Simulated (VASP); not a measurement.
**MgZn3S4 (space group Pm): computed properties**

Computed with r2SCAN meta-GGA, VASP's PBE PAW potentials (set 64) (plane waves; VASP 6.6.1).

For MgZn3S4, the space group comes out as Pm (6) and the cell is a = 6.301 Å, b = 3.850 Å, c = 6.681 Å, α = 90.00°, β = 90.05°, γ = 90.00°. The volume per atom comes out as 20.26 Å³/atom. The band gap (over mesh and band path) comes out as 2.97 eV and the smallest direct gap (over mesh and band path) is 2.97 eV. The band-edge character comes out as direct, Γ to Γ. The density is 3.57 g/cm³.

```
MgZn3S4
1.0
    6.30071     0.00000    -0.00009
    0.00000     3.85042     0.00000
   -0.00536     0.00000     6.68107
Mg Zn S
1 3 4
Direct
  0.50070   0.00000   0.66652
  0.49884   0.50000   0.16684
  0.99927   0.50000   0.83654
  0.99868   0.00000   0.32978
  0.11358   0.00000   0.66542
  0.12718   0.50000   0.16737
  0.63019   0.50000   0.84303
  0.62765   0.00000   0.32441
```

The structure comes from a computed database's MgZn3S4 entry (Pm); how it stands against other phases isn't given here. It was relaxed first. Symmetry was kept, so distortions that lower it aren't found.
